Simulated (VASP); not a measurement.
Here is the system:

```yaml
crystal:
  lattice:
    - [0.00000, 2.16788, 2.16788]
    - [2.16788, 0.00000, 2.16788]
    - [2.16788, 2.16788, 0.00000]
  atoms:
    - { symbol: Ti, position: [0.00000, 0.00000, 0.00000] }
    - { symbol: C, position: [0.50000, 0.50000, 0.50000] }
```

Computed with PW91 GGA, VASP's PBE PAW potentials (set 64) (plane waves; VASP). Run with 520 eV cut-off, Gaussian smearing of 0.050 eV, potentials Ti_sv C.

### Question
Give the energies of bands 6 to 11 at the high-symmetry points, in eV from the Fermi level.

### Answer

| band | Γ | X | U | L | W |
|---|---|---|---|---|---|
| 6 | 0.66 | -3.42 | -3.46 | -5.81 | -3.13 |
| 7 | 0.66 | -1.62 | -3.34 | -2.91 | -3.13 |
| 8 | 0.66 | -0.06 | -1.75 | -2.91 | -2.72 |
| 9 | 1.64 | -0.06 | 1.43 | 2.85 | 2.74 |
| 10 | 1.64 | 2.64 | 3.07 | 2.85 | 2.74 |
| 11 | 1.65 | 3.44 | 3.75 | 4.03 | 3.45 |

It has no gap at this level: it comes out as a metal or semimetal.

The compound is TiC in the rock salt structure. It was relaxed first.
